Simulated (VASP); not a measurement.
Crystal: SnC3.

```
C Sn
1.0
     1.57181    0.90748    5.18738
    -1.57181    0.90748    5.18738
     0.00000   -1.81496    5.18738
C Sn
3 1
Direct
  0.01424 0.01424 0.01424
  0.47756 0.47756 0.47756
  0.38347 0.38347 0.38347
  0.87473 0.87473 0.87473
```

The cell was built by a generator and needn't be a form met in nature.

The cell isn't the ideal one: hydrostatic strain +0.3%.

Base run:

```yaml
Program: VASP 6.6.1
Functional: PBE
Potentials_or_basis: VASP PAW PBE potentials, release 64 (C, Sn_d)
Cutoff: 520 eV
k_mesh: 10 × 10 × 10
Occupations: fermi-dirac, width 0.02 eV
Spin: no spin polarisation
```

Its results: band gap on the k mesh none (metal or under the smearing width); pressure 1.1 GPa; largest force 0.203 eV/Å.

Problem. The run is repeated on the same cell with these changes: functional from PBE to r2SCAN; further incar settings from ALGO = Normal; EDIFF = 1e-06; NBANDS = 21 to ALGO = Normal; EDIFF = 1e-07; NBANDS = 21. What comes out?

Solution. Band gap on the k mesh none (metal or under the smearing width); pressure -1.2 GPa; largest force 0.039 eV/Å.

Caveats: the PAW data sets were made with another functional, which shifts forces and pressure a little (some runs).
